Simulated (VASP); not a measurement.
Method: PBEsol GGA, VASP's PBE PAW potentials (set 64) (plane waves; VASP).

The input files of a VASP run:

### KPOINTS
```
Automatic mesh
0
Gamma
14 14 14
0 0 0
```

POSCAR:
```
C
1
   -0.0000000000     1.7782300740     1.7782300740
    1.7782300740    -0.0000000000     1.7782300740
    1.7782300740     1.7782300740    -0.0000000000
C
2
Direct
  0.5000000000   0.5000000000   0.5000000000
  0.7500000000   0.7500000000   0.7500000000
```

INCAR:
```
! general
SYSTEM = C
PREC   = Normal
ENCUT  = 450
LREAL  = F
LASPH  = T   ! aspherical one-centre terms

! electronic loop
EDIFF  = 1E-5
NELM   = 100
NELMIN = 4
ALGO   = Fast   ! Davidson, then RMM-DIIS

! smearing
ISMEAR = 0
SIGMA  = 0.05   ! width (eV)

! functional
GGA    = PS   ! PBEsol

! ions
IBRION = 2   ! conjugate gradients
NSW    = 20   ! most ionic steps
ISIF   = 2   ! forces and stress, cell fixed
EDIFFG = -0.03   ! ionic stop

! output
LWAVE  = F
LCHARG = F
```

POTCAR, in this order: C (PBE.64 set). Program: vasp_std.

Output of the run:

**OSZICAR**
```
       N       E                     dE             d eps       ncg     rms          rms(c)
DAV:   1    -0.478904941797E+01   -0.47890E+01   -0.46196E+03  1824   0.848E+02
DAV:   2    -0.198588141067E+02   -0.15070E+02   -0.14516E+02  2760   0.100E+02
DAV:   3    -0.199313027651E+02   -0.72489E-01   -0.72489E-01  1752   0.892E+00
DAV:   4    -0.199313874441E+02   -0.84679E-04   -0.84679E-04  2352   0.315E-01
DAV:   5    -0.199313874855E+02   -0.41420E-07   -0.41420E-07  1736   0.465E-03    0.569E+00
RMM:   6    -0.194263497400E+02    0.50504E+00   -0.28332E-01  1664   0.463E+00    0.336E+00
RMM:   7    -0.192503233622E+02    0.17603E+00   -0.43043E-01  1664   0.599E+00    0.693E-01
RMM:   8    -0.192529285069E+02   -0.26051E-02   -0.21899E-02  1664   0.174E+00    0.111E-01
RMM:   9    -0.192530908202E+02   -0.16231E-03   -0.38366E-03  1664   0.634E-01    0.440E-02
RMM:  10    -0.192531161385E+02   -0.25318E-04   -0.44058E-04  1664   0.225E-01    0.269E-02
RMM:  11    -0.192531084530E+02    0.76854E-05   -0.74498E-05  1580   0.887E-02
   1 F= -.19253108E+02 E0= -.19253108E+02  d E =-.192531E+02
```

**OUTCAR**
```
------------------------ aborting loop because EDIFF is reached ----------------------------------------
  FORCE on cell =-STRESS in cart. coord.  units (eV):
  Direction    XX          YY          ZZ          XY          YZ          ZX
  --------------------------------------------------------------------------------------
  Total       -0.0505619     -0.0505619     -0.0505619      0.0000000     -0.0000000     -0.0000000
  in kB       -7.2034422     -7.2034422     -7.2034422      0.0000000     -0.0000000     -0.0000000
  external PRESSURE =      -7.2034422 kB  Pullay stress =       0.0000000 kB
  volume of cell :       11.25
      direct lattice vectors                 reciprocal lattice vectors
     0.000000000  1.778230074  1.778230074    -0.281178464  0.281178464  0.281178464
     1.778230074  0.000000000  1.778230074     0.281178464 -0.281178464  0.281178464
     1.778230074  1.778230074  0.000000000     0.281178464  0.281178464 -0.281178464
 POSITION                                       TOTAL-FORCE (eV/Angst)
 -----------------------------------------------------------------------------------
      1.77823      1.77823      1.77823        -0.000000     -0.000000     -0.000000
      2.66735      2.66735      2.66735         0.000000      0.000000      0.000000
 -----------------------------------------------------------------------------------
    total drift:                               -0.000000      0.000000     -0.000000
  FREE ENERGIE OF THE ION-ELECTRON SYSTEM (eV)
  ---------------------------------------------------
  free  energy   TOTEN  =       -19.2531084530 eV

  energy  without entropy=      -19.2531084530  energy(sigma->0) =      -19.25310845

 reached required accuracy - stopping structural energy minimisation
```
(Selected blocks of OUTCAR.)

At this cut-off the stress carries a Pulay error, which pulls relaxed volumes low.

The compound is C in the diamond structure. It was relaxed first.
